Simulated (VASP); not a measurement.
These are LDA (Ceperley-Alder, Perdew-Zunger), VASP's LDA PAW potentials (set 64) (plane waves; VASP) values and carry that method's errors.

Input for VASP

### POSCAR
```
TiSi2
13.58480
  0.1305690183  -0.5000000000   0.0000000000
  0.1305690183   0.5000000000   0.0000000000
  0.0000000000   0.0000000000   0.2637240887
Ti Si
2 4
Cartesian
  0.1305690183  -0.3968800000   0.1977930665
  0.1305690183   0.3968800000   0.0659310222
  0.1305690183  -0.0582500000   0.1977930665
  0.1305690183   0.0582500000   0.0659310222
  0.1305690183   0.2503100000   0.1977930665
  0.1305690183  -0.2503100000   0.0659310222
```

### KPOINTS
```
Automatic mesh
0
Gamma
9 9 8
0 0 0
```

INCAR:
```
SYSTEM  =  TiSi2
PREC  =  Accurate; ENCUT  =  345; LREAL  =  .FALSE.
LASPH  =  .TRUE.
EDIFF  =  1E-6; NELM  =  100; ALGO  =  Normal
LMAXMIX  =  4
ISMEAR  =  0; SIGMA  =  0.1
ISIF  =  2
LWAVE  =  .FALSE.; LCHARG  =  .FALSE.
```

POTCAR, in this order: Ti_sv Si (LDA.64 set). Program: vasp_std.

The run wrote:

### OSZICAR
```
       N       E                     dE             d eps       ncg     rms          rms(c)
DAV:   1     0.313685908351E+03    0.31369E+03   -0.15641E+04  6048   0.133E+03
DAV:   2    -0.656822204996E+01   -0.32025E+03   -0.31733E+03  6144   0.417E+02
DAV:   3    -0.461534732685E+02   -0.39585E+02   -0.39153E+02 10768   0.121E+02
DAV:   4    -0.487038345462E+02   -0.25504E+01   -0.25405E+01  8088   0.287E+01
DAV:   5    -0.488654595622E+02   -0.16163E+00   -0.16153E+00  9472   0.642E+00    0.183E+01
DAV:   6    -0.459330811497E+02    0.29324E+01   -0.53150E+01  8616   0.504E+01    0.793E+00
DAV:   7    -0.450203660548E+02    0.91272E+00   -0.14738E+01  8288   0.261E+01    0.536E+00
DAV:   8    -0.449013780771E+02    0.11899E+00   -0.11988E+00  8328   0.774E+00    0.896E-01
DAV:   9    -0.448968936639E+02    0.44844E-02   -0.70591E-02  8296   0.208E+00    0.547E-01
DAV:  10    -0.448971142377E+02   -0.22057E-03   -0.99049E-03  8560   0.778E-01    0.167E-01
DAV:  11    -0.448970128447E+02    0.10139E-03   -0.18274E-03  8472   0.282E-01    0.258E-02
DAV:  12    -0.448970074408E+02    0.54039E-05   -0.18537E-04  8608   0.942E-02    0.109E-02
DAV:  13    -0.448970053291E+02    0.21116E-05   -0.16908E-05  8320   0.327E-02    0.245E-03
DAV:  14    -0.448970053476E+02   -0.18470E-07   -0.44189E-07  5720   0.513E-03
   1 F= -.44897005E+02 E0= -.44893446E+02  d E =-.711798E-02
```

File OUTCAR:
```
------------------------ aborting loop because EDIFF is reached ----------------------------------------
  FORCE on cell =-STRESS in cart. coord.  units (eV):
  Direction    XX          YY          ZZ          XY          YZ          ZX
  --------------------------------------------------------------------------------------
  Total       -4.1371994     -3.7283489     -4.0274042      0.0000000      0.0000000      0.0000000
  in kB      -76.7834016    -69.1954354    -74.7456835      0.0000000      0.0000000      0.0000000
  external PRESSURE =     -73.5748401 kB  Pullay stress =       0.0000000 kB
  volume of cell :       86.33
      direct lattice vectors                 reciprocal lattice vectors
     1.773754000 -6.792400000  0.000000000     0.281888018 -0.073611684  0.000000000
     1.773754000  6.792400000  0.000000000     0.281888018  0.073611684  0.000000000
     0.000000000  0.000000000  3.582639000     0.000000000  0.000000000  0.279123853
 POSITION                                       TOTAL-FORCE (eV/Angst)
 -----------------------------------------------------------------------------------
      1.77375     -5.39154      2.68698         0.000000      0.080393     -0.000000
      1.77375      5.39154      0.89566         0.000000     -0.080393      0.000000
      1.77375     -0.79131      2.68698         0.000000     -0.052953      0.000000
      1.77375      0.79131      0.89566         0.000000      0.052953      0.000000
      1.77375      3.40041      2.68698         0.000000     -0.002231      0.000000
      1.77375     -3.40041      0.89566         0.000000      0.002231      0.000000
 -----------------------------------------------------------------------------------
    total drift:                                0.000000      0.000000     -0.000000
  FREE ENERGIE OF THE ION-ELECTRON SYSTEM (eV)
  ---------------------------------------------------
  free  energy   TOTEN  =       -44.8970053476 eV

  energy  without entropy=      -44.8898873631  energy(sigma->0) =      -44.89344636
```
(Selected blocks of OUTCAR.)

At this cut-off the stress carries a Pulay error, which pulls relaxed volumes low.

The structure comes from a computed database's TiSi2 entry; how it stands against other phases isn't given here. The cell was not relaxed at this level. The run is one of a series of settings (ENCUT = 345 against the base run), some of them coarse on purpose.
